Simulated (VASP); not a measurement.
Energy against volume of Sc (hcp). Level of theory: vdW-DF-cx, VASP's PBE PAW potentials (set 64) (plane waves; VASP). Run with 520 eV cut-off, 13×13×7 Γ-centred mesh, first-order Methfessel-Paxton smearing of 0.10 eV, potentials Sc_sv.

Shape and ions are relaxed at each volume.

```
V (Å³/atom)  E (eV/atom)
-----------  -----------
23.001          -3.73642
23.712          -3.74068
24.424          -3.73721
25.135          -3.72706
```

Q: Fit these four points and predict the energy of the run at 22.290 Å³/atom.

A: A cubic in V^(−2/3), the third-order Birch-Murnaghan form, passes through the four points with V0 = 23.73 Å³/atom and B0 = 58 GPa, and gives -3.7232 eV/atom there. The run gave -3.7234 eV/atom, -0.2 meV/atom from the fit; all five points give B0 = 57 GPa.

The compound is Sc in the hcp structure. It was relaxed first, which changed the volume by -5 %.
